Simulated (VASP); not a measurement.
All values below come from r2SCAN meta-GGA, VASP's PBE PAW potentials (set 64) (plane waves; VASP).

VASP input:

**KPOINTS**
```
Automatic mesh
0
Gamma
17 17 17
0 0 0
```

**POSCAR**
```
Li
1.0
 -1.7335069043   1.7335069043   1.7335069043
  1.7335069043  -1.7335069043   1.7335069043
  1.7335069043   1.7335069043  -1.7335069043
Li
1
Cartesian
  0.0000000000   0.0000000000   0.0000000000
```

### INCAR
```
LCHARG = .FALSE.
NSW = 20   ! most ionic steps
LWAVE = .FALSE.
ENCUT = 450
PREC = Normal
NELM = 100   ! most electronic steps
METAGGA = R2SCAN
LMIXTAU = .TRUE.
ALGO = Normal
LASPH = .TRUE.   ! aspherical one-centre terms
ISMEAR = 1   ! Methfessel-Paxton
EDIFFG = -0.03   ! ionic stop
SIGMA = 0.1   ! width (eV)
SYSTEM = Li
LREAL = .FALSE.   ! projection in real space or not
IBRION = 2
EDIFF = 1E-5
NELMIN = 4
ISIF = 2
```

POTCAR, in this order: Li_sv (PBE.64 set). Program: vasp_std.

What VASP printed:

OUTCAR:
```
 ion  position               nearest neighbor table
   1  0.000  0.000  0.000-
  LATTYP: Found a body centered cubic cell.
 ALAT       =     3.4670138086
 Subroutine PRICEL returns:
 Original cell was already a primitive cell.
 Subroutine GETGRP returns: Found 48 space group operations
The static configuration has the point symmetry O_h .
The dynamic configuration has the point symmetry O_h .
 Subroutine INISYM returns: Found 48 space group operations
 Subroutine IBZKPT returns following result:
 Found    165 irreducible k-points:

 Following reciprocal coordinates:
            Coordinates               Weight
  0.000000  0.000000  0.000000      1.000000
  0.058824  0.000000  0.000000     12.000000
  0.117647  0.000000  0.000000     12.000000
  0.176471  0.000000  0.000000     12.000000
  0.235294  0.000000  0.000000     12.000000
  0.294118  0.000000  0.000000     12.000000
  0.352941  0.000000  0.000000     12.000000
  0.411765  0.000000  0.000000     12.000000
  0.470588  0.000000  0.000000     12.000000
  0.058824  0.058824  0.000000     24.000000
  0.117647  0.058824 -0.000000     48.000000
  0.176471  0.058824  0.000000     48.000000
  0.235294  0.058824  0.000000     48.000000
  0.294118  0.058824 -0.000000     48.000000
  0.352941  0.058824 -0.000000     48.000000
  0.411765  0.058824  0.000000     48.000000
  0.470588  0.058824 -0.000000     24.000000
  0.117647  0.117647  0.000000     24.000000
  0.176471  0.117647  0.000000     48.000000
  0.235294  0.117647  0.000000     48.000000
  0.294118  0.117647 -0.000000     48.000000
  0.352941  0.117647 -0.000000     48.000000
  0.411765  0.117647  0.000000     48.000000
  0.176471  0.176471  0.000000     24.000000
  0.235294  0.176471  0.000000     48.000000
...
```

File OSZICAR:
```
       N       E                     dE             d eps       ncg     rms          rms(c)
DAV:   1    -0.922158666942E-01   -0.92216E-01   -0.66814E+02  1655   0.388E+02
DAV:   2    -0.252625866178E+01   -0.24340E+01   -0.23816E+01  2275   0.615E+01
DAV:   3    -0.265305583063E+01   -0.12680E+00   -0.12556E+00  2085   0.943E+00
DAV:   4    -0.265577707241E+01   -0.27212E-02   -0.27142E-02  2150   0.140E+00
DAV:   5    -0.265579441821E+01   -0.17346E-04   -0.17346E-04  2160   0.114E-01    0.128E-01
DAV:   6    -0.225475796550E+01    0.40104E+00   -0.18029E-01  2350   0.268E+00    0.391E-01
DAV:   7    -0.223904407409E+01    0.15714E-01   -0.23882E-03  2090   0.483E-01    0.364E-01
DAV:   8    -0.238094169229E+01   -0.14190E+00   -0.49244E-02  2190   0.276E+00    0.138E-01
DAV:   9    -0.237749150277E+01    0.34502E-02   -0.14136E-02  1685   0.158E+00    0.506E-02
DAV:  10    -0.238363235502E+01   -0.61409E-02   -0.11561E-02  1650   0.174E+00    0.472E-02
DAV:  11    -0.238343643849E+01    0.19592E-03   -0.27785E-04  2490   0.185E-01    0.367E-02
DAV:  12    -0.238255917623E+01    0.87726E-03   -0.28868E-05  1670   0.731E-02    0.348E-02
DAV:  13    -0.237974749479E+01    0.28117E-02   -0.31487E-04  1650   0.274E-01    0.733E-02
DAV:  14    -0.237813159361E+01    0.16159E-02   -0.19407E-03  1650   0.677E-01    0.423E-02
DAV:  15    -0.237826746370E+01   -0.13587E-03   -0.18098E-04  1760   0.115E-01    0.371E-02
DAV:  16    -0.237843080906E+01   -0.16335E-03   -0.23062E-05  1875   0.538E-02    0.290E-02
DAV:  17    -0.237851811003E+01   -0.87301E-04   -0.71708E-05  1825   0.657E-02    0.240E-02
DAV:  18    -0.237886168339E+01   -0.34357E-03   -0.11319E-04  1875   0.851E-02    0.168E-02
DAV:  19    -0.237905510998E+01   -0.19343E-03   -0.11816E-04  1845   0.803E-02    0.113E-02
DAV:  20    -0.237932201443E+01   -0.26690E-03   -0.13753E-04  1865   0.889E-02    0.533E-03
DAV:  21    -0.237941255372E+01   -0.90539E-04   -0.53101E-05  1880   0.633E-02    0.136E-03
DAV:  22    -0.237935336341E+01    0.59190E-04   -0.75722E-07  1120   0.109E-02    0.699E-04
DAV:  23    -0.237935014101E+01    0.32224E-05   -0.33884E-07   825   0.571E-03
   1 F= -.23793501E+01 E0= -.23793550E+01  d E =-.237935E+01
```

**OUTCAR**
```
------------------------ aborting loop because EDIFF is reached ----------------------------------------
  FORCE on cell =-STRESS in cart. coord.  units (eV):
  Direction    XX          YY          ZZ          XY          YZ          ZX
  --------------------------------------------------------------------------------------
  Total       -0.1295716     -0.1295716     -0.1295716     -0.0000000     -0.0000000      0.0000000
  in kB       -9.9628541     -9.9628541     -9.9628541     -0.0000000     -0.0000000      0.0000000
  external PRESSURE =      -9.9628541 kB  Pullay stress =       0.0000000 kB
  volume of cell :       20.84
      direct lattice vectors                 reciprocal lattice vectors
    -1.733506904  1.733506904  1.733506904     0.000000000  0.288432656  0.288432656
     1.733506904 -1.733506904  1.733506904     0.288432656  0.000000000  0.288432656
     1.733506904  1.733506904 -1.733506904     0.288432656  0.288432656  0.000000000
 POSITION                                       TOTAL-FORCE (eV/Angst)
 -----------------------------------------------------------------------------------
      0.00000      0.00000      0.00000        -0.000000     -0.000000      0.000000
 -----------------------------------------------------------------------------------
    total drift:                                0.000000     -0.000000     -0.000000
  FREE ENERGIE OF THE ION-ELECTRON SYSTEM (eV)
  ---------------------------------------------------
  free  energy   TOTEN  =        -2.3793501410 eV

  energy  without entropy=       -2.3793648365  energy(sigma->0) =       -2.37935504

 reached required accuracy - stopping structural energy minimisation
```
(Selected blocks of OUTCAR.)

At this cut-off the stress carries a Pulay error, which pulls relaxed volumes low.

The compound is Li in the bcc structure. It was relaxed first.
